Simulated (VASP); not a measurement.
Energy against volume of FePt (L1_0). Method: PW91 GGA, VASP's PBE PAW potentials (set 64) (plane waves; VASP 6.6.1). Run with 520 eV cut-off, 13×13×10 Γ-centred mesh, first-order Methfessel-Paxton smearing of 0.10 eV, potentials Fe Pt.

Shape and ions are relaxed at each volume.

```csv
V (Å³/atom),E (eV/atom)
13.199,-7.30122
13.621,-7.32898
14.042,-7.33728
14.463,-7.32966
```

Question: Fit these four points and predict the energy of the run at 14.884 Å³/atom.

Answer: A cubic in V^(−2/3), the third-order Birch-Murnaghan form, passes through the four points with V0 = 14.04 Å³/atom and B0 = 202 GPa, and gives -7.3090 eV/atom there. The run gave -7.3084 eV/atom, +0.6 meV/atom from the fit; all five points give B0 = 204 GPa.

The compound is FePt in the L1_0 structure. It was relaxed first.
